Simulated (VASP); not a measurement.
All values below come from SCAN meta-GGA, VASP's PBE PAW potentials (set 64) (plane waves; VASP 6.6.1).

VASP input:

File KPOINTS:
```
Automatic mesh
0
Gamma
11 11 11
0 0 0
```

INCAR:
```
SYSTEM = P
PREC = Accurate
ENCUT = 400
EDIFF = 1E-6
NELM = 100
ALGO = Normal
LREAL = .FALSE.
LASPH = .TRUE.
ISMEAR = 0
SIGMA = 0.05
LWAVE = .FALSE.
LCHARG = .FALSE.
ISIF = 2
METAGGA = SCAN
LMIXTAU = .TRUE.
```

POSCAR:
```
P
1
    0.0000000000     1.9398770000     1.9398770000
    1.9398770000     0.0000000000     1.9398770000
    1.9398770000     1.9398770000     0.0000000000
P
1
Direct
  0.0000000000   0.0000000000   0.0000000000
```

POTCAR, in this order: P (PBE.64 set). Program: vasp_std.

The run wrote:

### OSZICAR
```
       N       E                     dE             d eps       ncg     rms          rms(c)
DAV:   1    -0.459087924152E+01   -0.45909E+01   -0.18548E+03   690   0.499E+02
DAV:   2    -0.103608752867E+02   -0.57700E+01   -0.55747E+01   990   0.608E+01
DAV:   3    -0.104187420638E+02   -0.57867E-01   -0.57826E-01   816   0.671E+00
DAV:   4    -0.104188357796E+02   -0.93716E-04   -0.93715E-04  1008   0.275E-01
DAV:   5    -0.104188359313E+02   -0.15167E-06   -0.15139E-06   816   0.764E-03    0.408E+00
DAV:   6    -0.912341741400E+01    0.12954E+01   -0.10432E-01   720   0.411E+00    0.236E+00
DAV:   7    -0.102939402228E+02   -0.11705E+01   -0.10476E-01   678   0.433E+00    0.127E-01
DAV:   8    -0.929256476996E+01    0.10014E+01   -0.76403E-02   690   0.320E+00    0.191E-01
DAV:   9    -0.929461925960E+01   -0.20545E-02   -0.14902E-03   912   0.530E-01    0.119E-01
DAV:  10    -0.929842310667E+01   -0.38038E-02   -0.77977E-05   810   0.124E-01    0.182E-01
DAV:  11    -0.931218131449E+01   -0.13758E-01   -0.22719E-02   672   0.232E+00    0.143E-01
DAV:  12    -0.931321843947E+01   -0.10371E-02   -0.43448E-04   954   0.336E-01    0.155E-01
DAV:  13    -0.931330616896E+01   -0.87729E-04   -0.11449E-04   696   0.155E-01    0.208E-01
DAV:  14    -0.931341981169E+01   -0.11364E-03   -0.17914E-03   684   0.589E-01    0.334E-02
DAV:  15    -0.931336797593E+01    0.51836E-04   -0.10536E-04   696   0.157E-01    0.100E-01
DAV:  16    -0.931324431566E+01    0.12366E-03   -0.30699E-04   678   0.255E-01    0.514E-02
DAV:  17    -0.931327312946E+01   -0.28814E-04   -0.18276E-05   906   0.484E-02    0.121E-02
DAV:  18    -0.931327818212E+01   -0.50527E-05   -0.10182E-04   672   0.151E-01    0.625E-03
DAV:  19    -0.931327154923E+01    0.66329E-05   -0.13450E-05   684   0.502E-02    0.138E-02
DAV:  20    -0.931327217785E+01   -0.62862E-06   -0.42715E-07   372   0.105E-02
   1 F= -.93132722E+01 E0= -.93125141E+01  d E =-.151625E-02
```

OUTCAR:
```
------------------------ aborting loop because EDIFF is reached ----------------------------------------
  FORCE on cell =-STRESS in cart. coord.  units (eV):
  Direction    XX          YY          ZZ          XY          YZ          ZX
  --------------------------------------------------------------------------------------
  Total       -0.1749085     -0.1749085     -0.1749085      0.0000000      0.0000000     -0.0000000
  in kB      -19.1941532    -19.1941532    -19.1941532      0.0000000      0.0000000     -0.0000000
  external PRESSURE =     -19.1941532 kB  Pullay stress =       0.0000000 kB
  volume of cell :       14.60
      direct lattice vectors                 reciprocal lattice vectors
     0.000000000  1.939877000  1.939877000    -0.257748301  0.257748301  0.257748301
     1.939877000  0.000000000  1.939877000     0.257748301 -0.257748301  0.257748301
     1.939877000  1.939877000  0.000000000     0.257748301  0.257748301 -0.257748301
 POSITION                                       TOTAL-FORCE (eV/Angst)
 -----------------------------------------------------------------------------------
      0.00000      0.00000      0.00000        -0.000000      0.000000      0.000000
 -----------------------------------------------------------------------------------
    total drift:                                0.000000      0.000000      0.000000
  FREE ENERGIE OF THE ION-ELECTRON SYSTEM (eV)
  ---------------------------------------------------
  free  energy   TOTEN  =        -9.3132721779 eV

  energy  without entropy=       -9.3117559277  energy(sigma->0) =       -9.31251405
```
(Selected blocks of OUTCAR.)

The structure was generated: P was put into the fcc type (Fm-3m), which need not be its known phase. The cell was not relaxed at this level. The run is one of a series of settings (GGA removed, LMIXTAU = .TRUE., METAGGA = SCAN against the base run), some of them coarse on purpose.
